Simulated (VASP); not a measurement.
Output of a VASP run:

**OUTCAR**
```
 ion  position               nearest neighbor table
   1  0.000  0.000  0.000-
  LATTYP: Found a face centered cubic cell.
 ALAT       =     3.5774300000
 Subroutine PRICEL returns:
 Original cell was already a primitive cell.
 Subroutine GETGRP returns: Found 48 space group operations
The static configuration has the point symmetry O_h .
The dynamic configuration has the point symmetry O_h .
 Subroutine INISYM returns: Found 48 space group operations
 Subroutine IBZKPT returns following result:
 Found    455 irreducible k-points:

 Following reciprocal coordinates:
            Coordinates               Weight
  0.000000  0.000000  0.000000      1.000000
  0.040000  0.000000  0.000000      8.000000
  0.080000  0.000000  0.000000      8.000000
  0.120000  0.000000  0.000000      8.000000
  0.160000  0.000000  0.000000      8.000000
  0.200000  0.000000  0.000000      8.000000
  0.240000  0.000000  0.000000      8.000000
  0.280000  0.000000  0.000000      8.000000
  0.320000  0.000000  0.000000      8.000000
  0.360000  0.000000  0.000000      8.000000
  0.400000  0.000000  0.000000      8.000000
  0.440000  0.000000  0.000000      8.000000
  0.480000  0.000000  0.000000      8.000000
  0.040000  0.040000  0.000000      6.000000
  0.080000  0.040000  0.000000     24.000000
  0.120000  0.040000  0.000000     24.000000
  0.160000  0.040000  0.000000     24.000000
  0.200000  0.040000  0.000000     24.000000
  0.240000  0.040000  0.000000     24.000000
  0.280000  0.040000  0.000000     24.000000
  0.320000  0.040000  0.000000     24.000000
  0.360000  0.040000  0.000000     24.000000
  0.400000  0.040000  0.000000     24.000000
  0.440000  0.040000  0.000000     24.000000
  0.480000  0.040000  0.000000     24.000000
 -0.480000  0.040000  0.000000     24.000000
 -0.440000  0.040000  0.000000     24.000000
 -0.400000  0.040000  0.000000     24.000000
 -0.360000  0.040000  0.000000     24.000000
 -0.320000  0.040000  0.000000     24.000000
 -0.280000  0.040000  0.000000     24.000000
 -0.240000  0.040000  0.000000     24.000000
 -0.200000  0.040000  0.000000     24.000000
 -0.160000  0.040000  0.000000     24.000000
 -0.120000  0.040000  0.000000     24.000000
 -0.080000  0.040000  0.000000     24.000000
 -0.040000  0.040000  0.000000     12.000000
  0.080000  0.080000  0.000000      6.000000
  0.120000  0.080000  0.000000     24.000000
  0.160000  0.080000  0.000000     24.000000
   k-points           NKPTS =    455   k-points in BZ     NKDIM =    455   number of bands    NBANDS=      9
   number of dos      NEDOS =    301   number of ions     NIONS =      1
   total plane-waves  NPLWV =   2744
   dimension x,y,z NGX =    14 NGY =   14 NGZ =   14
   dimension x,y,z NGXF=    28 NGYF=   28 NGZF=   28
   ions per type =               1
   PREC   = accura    normal or accurate (medium, high low for compatibility)
   ISTART =      0    job   : 0-new  1-cont  2-samecut
   ICHARG =      2    charge: 1-file 2-atom 10-const
   ISPIN  =      1    spin polarized calculation?
   LNONCOLLINEAR =      F non collinear calculations
   LSORBIT =      F    spin-orbit coupling
   INIWAV =      1    electr: 0-lowe 1-rand  2-diag
   ENCUT  =  300.0 eV  22.05 Ry    4.70 a.u.   3.57  3.57  3.57*2*pi/ulx,y,z
   NELM   =    100;   NELMIN=  2; NELMDL= -5     # of ELM steps
   EDIFF  = 0.1E-05   stopping-criterion for ELM
   LREAL  =      F    real-space projection
   NLSPLINE    = F    spline interpolate recip. space projectors
   LMAXMIX     =    4 max onsite mixed and CHGCAR
   VOSKOWN=      0    Vosko Wilk Nusair interpolation
   EDIFFG = 0.1E-04   stopping-criterion for IOM
   NSW    =      0    number of steps for IOM
   NBLOCK =      1;   KBLOCK =      1    inner block; outer block
   IBRION =     -1    ionic relax: 0-MD 1-quasi-New 2-CG
   NFREE  =      0    steps in history (QN), initial steepest desc. (CG)
...
```

File OSZICAR:
```
       N       E                     dE             d eps       ncg     rms          rms(c)
DAV:   1     0.263570924152E+02    0.26357E+02   -0.42247E+03  8419   0.137E+03
DAV:   2    -0.438931794864E+01   -0.30746E+02   -0.29053E+02  8212   0.166E+02
DAV:   3    -0.463777276828E+01   -0.24845E+00   -0.24819E+00  9749   0.207E+01
DAV:   4    -0.463922808220E+01   -0.14553E-02   -0.14552E-02  9743   0.143E+00
DAV:   5    -0.463924308956E+01   -0.15007E-04   -0.15007E-04  9575   0.120E-01    0.773E+00
DAV:   6    -0.407477440915E+01    0.56447E+00   -0.16434E+01  8604   0.893E+01    0.373E+00
DAV:   7    -0.373289216768E+01    0.34188E+00   -0.24860E+00  8723   0.343E+01    0.606E-01
DAV:   8    -0.372109018497E+01    0.11802E-01   -0.44598E-03  9038   0.959E-01    0.277E-01
DAV:   9    -0.371972990602E+01    0.13603E-02   -0.93025E-03  9057   0.196E+00    0.285E-02
DAV:  10    -0.371973421008E+01   -0.43041E-05   -0.33947E-05 12049   0.110E-01    0.826E-03
DAV:  11    -0.371973295880E+01    0.12513E-05   -0.94485E-07  5726   0.196E-02    0.254E-04
DAV:  12    -0.371973303996E+01   -0.81159E-07   -0.40914E-08  4454   0.230E-03
   1 F= -.37197330E+01 E0= -.37145253E+01  d E =-.104154E-01
```

**OUTCAR**
```
------------------------ aborting loop because EDIFF is reached ----------------------------------------
  FORCE on cell =-STRESS in cart. coord.  units (eV):
  Direction    XX          YY          ZZ          XY          YZ          ZX
  --------------------------------------------------------------------------------------
  Total        0.3151398      0.3151398      0.3151398      0.0000000     -0.0000000     -0.0000000
  in kB       44.1123640     44.1123640     44.1123640      0.0000000     -0.0000000     -0.0000000
  external PRESSURE =      44.1123640 kB  Pullay stress =       0.0000000 kB
  volume of cell :       11.45
      direct lattice vectors                 reciprocal lattice vectors
     0.000000000  1.788715000  1.788715000    -0.279530277  0.279530277  0.279530277
     1.788715000  0.000000000  1.788715000     0.279530277 -0.279530277  0.279530277
     1.788715000  1.788715000  0.000000000     0.279530277  0.279530277 -0.279530277
 POSITION                                       TOTAL-FORCE (eV/Angst)
 -----------------------------------------------------------------------------------
      0.00000      0.00000      0.00000         0.000000     -0.000000     -0.000000
 -----------------------------------------------------------------------------------
    total drift:                               -0.000000     -0.000000     -0.000000
  FREE ENERGIE OF THE ION-ELECTRON SYSTEM (eV)
  ---------------------------------------------------
  free  energy   TOTEN  =        -3.7197330400 eV

  energy  without entropy=       -3.7093176562  energy(sigma->0) =       -3.71452535
```
(Selected blocks of OUTCAR.)

File POSCAR:
```
Cu
1
    0.0000000000     1.7887150000     1.7887150000
    1.7887150000     0.0000000000     1.7887150000
    1.7887150000     1.7887150000     0.0000000000
Cu
1
Direct
  0.0000000000   0.0000000000   0.0000000000
```

**Question.** Write an INCAR and KPOINTS that could have produced this output.

**Answer.** Several could match; the one computed here: the input of the run itself, PBE GGA, plane waves, VASP's PBE PAW potentials (set 64).

KPOINTS:
```
Automatic mesh
0
Gamma
25 25 25
0 0 0
```

**INCAR**
```
ALGO = Normal
EDIFF = 1E-6
ENCUT = 300
GGA = PE
ISIF = 2
ISMEAR = -1
LASPH = .TRUE.
LCHARG = .FALSE.
LMAXMIX = 4
LREAL = .FALSE.
LWAVE = .FALSE.
NELM = 100
PREC = Accurate
SIGMA = 0.1
SYSTEM = Cu
```

POTCAR, in this order: Cu (PBE.64 set). Program: vasp_std.

At this cut-off the stress carries a Pulay error, which pulls relaxed volumes low.

The structure comes from a computed database's Cu entry; how it stands against other phases isn't given here. The cell was not relaxed at this level. The run is one of a series of settings (KPOINTS 25×25×25 Γ-centred mesh against the base run), some of them coarse on purpose.
